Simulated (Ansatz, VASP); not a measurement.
## MnBeGe: VASP beside Ansatz

The input INCAR:

```
SYSTEM = MnBeGe
  ALGO = Normal
  EDIFF = 1E-6
  ENCUT = 520
  ISIF = 2
  ISMEAR = 1
  LASPH = .TRUE.
  LCHARG = .TRUE.
  LELF = .TRUE.
  LMIXTAU = .TRUE.
  LREAL = .FALSE.
  LVHAR = .TRUE.
  LWAVE = .FALSE.
  METAGGA = R2SCAN
  NBANDS = 54
  NELM = 100
  PREC = Accurate
  SIGMA = 0.0218
```

Contents of KPOINTS:

```
k-points
0
G
  5 5 8
  0 0 0
```

File POSCAR:

```
MnBeGe
1.0
    6.1464950000      0.0000000000      0.0000000000
   -3.0732480000      5.3230250000      0.0000000000
    0.0000000000      0.0000000000      3.4125270000
Be Mn Ge
3 3 3
Direct
    0.5820000000      0.0000000000      0.5000000000
    0.4180000000      0.4180000000      0.5000000000
    0.0000000000      0.5820000000      0.5000000000
    0.2520000000      0.0000000000      0.0000000000
    0.7480000000      0.7480000000      0.0000000000
    0.0000000000      0.2520000000      0.0000000000
    0.3333000000      0.6667000000      0.0000000000
    0.6667000000      0.3333000000      0.0000000000
    0.0000000000      0.0000000000      0.5000000000
```

Input for Ansatz:

```yaml
crystal:
  lattice:
    - [6.146495, 0.0, 0.0]
    - [-3.073248, 5.323025, 0.0]
    - [0.0, 0.0, 3.412527]
  atoms:
    - { symbol: Be, position: [0.582, 0.0, 0.5] }
    - { symbol: Be, position: [0.418, 0.418, 0.5] }
    - { symbol: Be, position: [0.0, 0.582, 0.5] }
    - { symbol: Mn, position: [0.252, 0.0, 0.0] }
    - { symbol: Mn, position: [0.748, 0.748, 0.0] }
    - { symbol: Mn, position: [0.0, 0.252, 0.0] }
    - { symbol: Ge, position: [0.3333, 0.6667, 0.0] }
    - { symbol: Ge, position: [0.6667, 0.3333, 0.0] }
    - { symbol: Ge, position: [0.0, 0.0, 0.5] }
  symmetry: { tolerance: 0.0003 }
kpoints:
  mp_grid: { grid: [5, 5, 8], shift: [0, 0, 0] }
magnetization:
  spin_polarized: false
scf:
  occupations: { method: methfessel_paxton, width: 0.0218 }
  lower_state_search: "off"
  max_iter: 200
hamiltonian:
  pseudopotentials: { kind: paw }
  xc: r2scan
basis:
  ecutwfc: 500
  fft_grid_basis: typed
output:
  forces: true
  stress: true
  eigenvalues: true
  bader: true
  populations: true
  elf: true
  write_potential: true
  volumetric_format: npy
  dos:
    e_range: [-12, 8]
    de: 0.05
    projected: { site_lists: { Be: [Be], Ge: [Ge], Mn: [Mn] } }
checkpoint:
  read: saved_state
```

The cell was built by a generator and needn't be a form met in nature.

Alike in both runs: task single point; functional r2SCAN; k mesh 5 × 5 × 8; occupations methfessel-paxton of order 1, width 0.0218 eV; no spin polarisation.

```csv
,VASP,Ansatz
version,VASP 6.6.1,Ansatz 0.2.0
potentials or method,"VASP PAW PBE potentials, release 64 (Be, Mn_pv, Ge_d)",PAW plane waves
plane-wave cutoff (eV),520,500
valence electrons in the cell,87,93
```

```csv
,VASP,Ansatz,Ansatz less VASP
pressure (GPa),-2.1,-2.2,-0.06
largest component of the traceless stress (GPa),3.75,3.76,+0.007
rms of the force components (eV/Å),0.637,0.633,-0.0038
```

Atom by atom the forces differ by 0.004 eV/Å (rms over components). With one functional, cell and mesh, what is left measures potentials, basis and numerics. The two sets of potentials don't hold the same shells in valence. Ansatz warned: «structure_snapped_to_symmetry».

Caveats: the PAW data sets were made with another functional, which shifts forces and pressure a little (VASP). Spin polarisation is off, so any magnetic state and its effect on volume and gap are missing.
